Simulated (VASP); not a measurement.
Data:

```yaml
crystal:
  lattice:
    - [2.74254, 0.00000, 0.00000]
    - [0.00000, 2.74254, 0.00000]
    - [0.00000, 0.00000, 3.94492]
  atoms:
    - { symbol: Ti, position: [0.00000, 0.00000, 0.00000] }
    - { symbol: Al, position: [0.50000, 0.50000, 0.50000] }
```

Method: PBEsol GGA, VASP's PBE PAW potentials (set 64) (plane waves; VASP 6.6.1). Numerical set-up: 520 eV cut-off, 13×13×9 Γ-centred mesh, first-order Methfessel-Paxton smearing of 0.10 eV, potentials Ti_sv Al.

Give the stress tensor in GPa (positive for a compressed cell).

```
8.33  0.00  0.00
0.00  8.33  0.00
0.00  0.00  8.43
```
The pressure is its mean diagonal, 8.37 GPa.

The compound is TiAl in the L1_0 structure. This cell is one point of a volume scan, at 0.94 of the reference volume. The electron count is odd and the run is not spin-polarised, which forces a metal.
